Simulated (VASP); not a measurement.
# CdS (relaxed from the rocksalt structure, space group Fm-3m): computed properties

Level of theory: r2SCAN meta-GGA, VASP's PBE PAW potentials (set 64) (plane waves; VASP).

```json
{
  "space_group": "Fm-3m (225)",
  "cell": "a = 5.451 Å, b = 5.451 Å, c = 5.451 Å, α = 90.00°, β = 90.00°, γ = 90.00°",
  "volume_per_atom": "20.24 Å^3/atom",
  "band gap (over mesh and band path)": "0.73 eV",
  "smallest direct gap (over mesh and band path)": "2.36 eV",
  "band_edge_character_without_spin_orbit_coupling": "indirect, K-Γ at 0.44 to X",
  "band_gap_with_spin_orbit_coupling": "0.72 eV",
  "density": "5.93 g/cm³",
  "mean ε∞ (independent particles)": "7.79"
}
```

```
CELL_PARAMETERS angstrom
      0.00000     2.72526     2.72526
      2.72526     0.00000     2.72526
      2.72526     2.72526     0.00000
ATOMIC_POSITIONS crystal
  S  0.00000 0.00000 0.00000
  Cd 0.50000 0.50000 0.50000
```

The structure was generated: CdS was put into the rocksalt type (Fm-3m), which need not be its known phase. It was relaxed first, which changed the volume by +11 %. Symmetry was kept, so distortions that lower it aren't found.
